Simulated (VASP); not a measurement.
Pt3Ti (L1_2) is relaxed at rising pressure, each step from the one before. Symmetry mostly holds the structure type, and other phases were not tried. The mesh follows the cell, and a change of mesh leaves a small step in the series.

Pt3Ti is taken in the cubic space group Pm-3m (No. 221), the Cu3Au type structure, Pearson symbol cP4. Cell: a = b = c = 3.8759 Å, α = β = γ = 90.00°. Ti on 1a has 12 Pt at 2.741 Å and 6 Ti at 3.876 Å. Pt on 3c is coordinated by 8 Pt at 2.741 Å and 4 Ti at 2.741 Å (cuboctahedral). (Neighbours: up to the widest gap in distance over summed covalent radii, below 1.35, at either atom.)

Level of theory: LDA (Ceperley-Alder, Perdew-Zunger), VASP's LDA PAW potentials (set 64) (plane waves; VASP). Settings: 500 eV cut-off, 8×8×8 Γ-centred mesh, first-order Methfessel-Paxton smearing of 0.10 eV, potentials Ti_sv Pt.

Unless said otherwise, spin-orbit coupling is left out, though it shifts the bands of the heavy elements here.

| P (GPa) | V (Å³/atom) | H − H(0) (eV/atom) | space group | gap on the mesh (eV) | k-mesh |
|---|---|---|---|---|---|
| 0 | 14.56 | 0.000 | Pm-3m | 0.00 | 8×8×8 |
| 5 | (withheld) | (withheld) | Pm-3m | 0.00 | 8×8×8 |
| 10 | 14.10 | 0.894 | Pm-3m | 0.00 | 8×8×8 |
| 20 | 13.71 | 1.762 | Pm-3m | 0.00 | 8×8×8 |
| 30 | 13.37 | 2.607 | Pm-3m | 0.00 | 8×8×8 |
| 45 | (withheld) | (withheld) | Pm-3m | 0.00 | 8×8×8 |

Problem. What belongs in the gaps?

Solution. 
- 45, V (Å³/atom): 12.94
- 45, H − H(0) (eV/atom): 3.838
- 5, V (Å³/atom): 14.32
- 5, H − H(0) (eV/atom): 0.451

Pressures at which the relaxation failed are left out.

The compound is Pt3Ti in the L1_2 structure.
